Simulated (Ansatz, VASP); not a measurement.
**One calculation of Ca2Si3Ni, two programs**

```xyz
6
Lattice="3.9210 0.0000 0.0000 -1.9605 3.3957 0.0000 0.0000 0.0000 8.4547" Properties=species:S:1:pos:R:3 pbc="T T T"
Ca    0.0000    2.2638    1.9931
Ca    0.0000    2.2638    6.4616
Si    1.9605    1.1319    4.2274
Si    0.0000    0.0000    0.0000
Si    0.0000    0.0000    4.2274
Ni    1.9605    1.1319    0.0000
```

Alike in both runs: functional LDA; k mesh 12 × 12 × 4; occupations gaussian, width 0.1 eV; no spin polarisation.

Ansatz relaxed the structure, and its values are those at the end. VASP's run is a single point on that final structure, the one shown.

|  | VASP | Ansatz |
| --- | --- | --- |
| version | VASP 6.6.1 | Ansatz 0.2.0 |
| potentials or method | VASP PAW LDA potentials, release 64 (Ca_sv, Si, Ni) | scalar-relativistic, plane waves, PAW |
| plane-wave cutoff (eV) | 520 | 420 |
| valence electrons in the cell | 42 | 50 |

```tsv
	VASP	Ansatz	Ansatz less VASP
gap on the k mesh at the Fermi level (eV)	none	none	-
pressure (GPa)	0.2	0.0	-0.21
rms of the force components (eV/Å)	0.003	0.000	-0.0028
```

A gap of «none» marks a metal or a gap that the smearing closes. The two sets of potentials don't hold the same shells in valence.

Spin polarisation is off, so any magnetic state and its effect on volume and gap are missing.
